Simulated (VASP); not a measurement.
Shape and ions are relaxed at each volume.

Energy against volume of Gd (hcp). Method: optB88-vdW, VASP's PBE PAW potentials (set 64) (plane waves; VASP 6.6.1).

The 4f electrons are frozen in the core of the lanthanide potential, so 4f levels, which can set the real gap, and their magnetism are missing.

```tsv
V (Å³/atom)	E (eV/atom)
29.913	-1.91348
30.868	-1.92429
31.822	-1.92686
32.777	-1.92229
33.732	-1.91160
```

Q: Fit a third-order Birch-Murnaghan equation of state.

A: 
| Property | Result |
|---|---|
| volume per atom | 31.67 Å³/atom |
| bulk modulus | 40.5 GPa |
| pressure derivative of the bulk modulus | 3.94 |

Measured: bulk modulus 37.9 GPa (computed value off by +6.9 %), as given by Wikipedia, Gadolinium (infobox). The calculation is for a static lattice, while the measured bulk modulus holds thermal and zero-point effects, which are part of the difference.

The compound is Gd in the hcp structure. It was relaxed first.
